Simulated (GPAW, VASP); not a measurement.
The input files of a VASP run:

### POSCAR
```
K3Sb2Au3
1
    3.1311900000     1.8077930000     7.2030330000
   -3.1311900000     1.8077930000     7.2030330000
    0.0000000000    -3.6155870000     7.2030330000
K Sb Au
3 2 3
Direct
  0.5000000000   0.5000000000   0.5000000000
  0.9201270000   0.9201270000   0.9201270000
  0.0798730000   0.0798730000   0.0798730000
  0.2418500000   0.2418500000   0.2418500000
  0.7581500000   0.7581500000   0.7581500000
  0.5000000000   0.0000000000   0.5000000000
  0.5000000000   0.5000000000   0.0000000000
  0.0000000000   0.5000000000   0.5000000000
```

### INCAR
```
! general
SYSTEM  = K3Sb2Au3
PREC    = Accurate
ENCUT   = 300
LREAL   = .FALSE.
LASPH   = .TRUE.

! electronic loop
EDIFF   = 1E-6
NELM    = 100
ALGO    = Normal
LMAXMIX = 6

! smearing
ISMEAR  = -1
SIGMA   = 0.05

! functional
GGA     = PS

! ions
ISIF    = 2

! output
LWAVE   = .FALSE.
LCHARG  = .FALSE.
```

**KPOINTS**
```
Automatic mesh
0
Gamma
3 3 3
0 0 0
```

POTCAR, in this order: K_sv Sb Au (PBE.64 set). Program: vasp_std.

Task: Translate it to GPAW.

Result: One input that does it (PBEsol, GPAW PAW datasets PBEsol (made by gpaw-setup)):
```
from ase import Atoms
from ase.units import GPa
from gpaw import GPAW

atoms = Atoms(['K', 'K', 'K', 'Sb', 'Sb', 'Au', 'Au', 'Au'],
              cell=[[3.131190, 1.807793, 7.203033],
                    [-3.131190, 1.807793, 7.203033],
                    [0.000000, -3.615587, 7.203033]],
              scaled_positions=[[0.500000, 0.500000, 0.500000],
                                [0.920127, 0.920127, 0.920127],
                                [0.079873, 0.079873, 0.079873],
                                [0.241850, 0.241850, 0.241850],
                                [0.758150, 0.758150, 0.758150],
                                [0.500000, 0.000000, 0.500000],
                                [0.500000, 0.500000, 0.000000],
                                [0.000000, 0.500000, 0.500000]],
              pbc=True)

calc = GPAW(mode={'name': 'pw', 'ecut': 550},
            xc='PBEsol',
            kpts=(3, 3, 3),
            occupations={'name': 'fermi-dirac', 'width': 0.05},
            nbands=-6,
            convergence={'density': 1e-05, 'energy': 1e-05, 'bands': -4},
            symmetry={'symmorphic': False, 'tolerance': 0.0005},
            maxiter=100)

atoms.calc = calc

energy = atoms.get_potential_energy()
print('Energy (eV):', round(energy, 6))
forces = atoms.get_forces()
print('Forces (eV/Ang):')
print(forces.round(5))
stress = atoms.get_stress()
print('Stress (GPa, Voigt):', (stress / GPa).round(4))
```
Both inputs were run and reached self-consistency, which says nothing on mesh or cut-off. Potentials, basis and cut-offs are each code's own, so they don't translate, and total energies aren't comparable.

The structure comes from a computed database's K3Sb2Au3 entry (R-3m); how it stands against other phases isn't given here. The cell was not relaxed at this level, and it may have been scaled.
